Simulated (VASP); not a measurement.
Input for VASP

INCAR:
```
SYSTEM=MgI2
PREC=Accurate; ENCUT=180; LREAL=.FALSE.
LASPH=.TRUE.
EDIFF=1E-6; NELM=100; ALGO=Normal
LMAXMIX=4
ISMEAR=1; SIGMA=0.272
GGA=PE
ISIF=2
LWAVE=.FALSE.; LCHARG=.FALSE.
```

**KPOINTS**
```
K-points
0
Gamma
1 1 1
```

**POSCAR**
```
MgI2
1.0
  4.1015540000   0.0000000000   0.0000000000
 -2.0507770000   3.5520500000   0.0000000000
  0.0000000000   0.0000000000  17.3351160000
Mg I
1 2
Cartesian
  0.0000000000   0.0000000000   8.6675580000
 -0.0000020508   2.3680345173  10.3351094836
  2.0507790508   1.1840154827   7.0000065164
```

POTCAR, in this order: Mg I (PBE.64 set). Program: vasp_std.

Task: Write an equivalent input for Ansatz.

Result: One equivalent input (not run):
Ansatz 0.2 input:
```yaml
crystal:
  lattice:
    - [4.1015540, 0.0000000, 0.0000000]
    - [-2.0507770, 3.5520500, 0.0000000]
    - [0.0000000, 0.0000000, 17.3351160]
  atoms:
    - { symbol: Mg, position: [0.0000000, 0.0000000, 0.5000000] }
    - { symbol: I, position: [0.3333330, 0.6666670, 0.5961950] }
    - { symbol: I, position: [0.6666670, 0.3333330, 0.4038050] }
kpoints:
  mp_grid: { grid: [1, 1, 1] }
hamiltonian:
  xc: pbe
  pseudopotentials: { kind: paw }
scf:
  occupations: { method: methfessel_paxton, width: 0.272 }
  max_iter: 100
output: { forces: true, stress: true, eigenvalues: true }
```
The two are equivalent in intent, not identical: each code has its own PAW files, so the cut-off isn't converted (ENCUT is set for VASP's; basis.ecutwfc is left out, and Ansatz then takes the one that its files recommend); Ansatz stops its SCF on the density residual and VASP on the energy change (EDIFF).

The cell is a sheet with vacuum, built from a generated structure.
